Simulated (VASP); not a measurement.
Crystal: Zr.

```xyz
2
Lattice="3.2392 0.0000 0.0000 -1.6196 2.8053 0.0000 0.0000 0.0000 5.1722" Properties=species:S:1:pos:R:3 pbc="T T T"
Zr    0.0000    1.8702    1.2931
Zr    1.6196    0.9351    3.8792
```

```yaml
Program: VASP 6.6.1
Task: relaxation of cell and atoms
Functional: PBE
Dispersion: D3(BJ)
Potentials_or_basis: VASP PAW PBE potentials, release 64 (Zr_sv)
Cutoff: 600 eV
k_mesh: 15 × 15 × 8
Occupations: gaussian, width 0.1 eV
Spin: no spin polarisation
```

At the start: pressure -4.1 GPa; volume 23.50 Å³/atom.

Question: Where does the relaxation end?

Answer: Over 10 steps the energy falls by 14.0 meV/atom and the volume is 22.45 Å³/atom (-4.5 %); space group P6_3/mmc (No. 194, to 0.05 Å).

The path:
| step | energy change (eV) | largest force (eV/Å) | pressure (GPa) | volume (Å³) |
| --- | --- | --- | --- | --- |
| 1 | 0.0000 | 0.0000 | -4.15 | 47.00 |
| 2 | -0.0003 | 0.0000 | 4.69 | 42.98 |
| 3 | -0.0278 | 0.0000 | -0.02 | 44.94 |
| 4 | -0.0278 | 0.0000 | 0.06 | 44.90 |
| 5 | -0.0280 | 0.0000 | 0.06 | 44.89 |
| 6 | -0.0281 | 0.0000 | 0.06 | 44.88 |
| 7 | -0.0281 | 0.0000 | 0.06 | 44.88 |
| 8 | -0.0281 | 0.0000 | 0.06 | 44.88 |
| 9 | -0.0281 | 0.0000 | -0.06 | 44.93 |
| 10 | -0.0281 | 0.0000 | 0.00 | 44.90 |

Final structure:
```yaml
crystal:
  lattice:
    - [3.18368, 0.00000, 0.00000]
    - [-1.59184, 2.75715, 0.00000]
    - [0.00000, 0.00000, 5.11564]
  atoms:
    - { symbol: Zr, position: [0.33333, 0.66667, 0.25000] }
    - { symbol: Zr, position: [0.66667, 0.33333, 0.75000] }
```

Caveat: pairwise dispersion overbinds metals, which lowers pressure and volume.
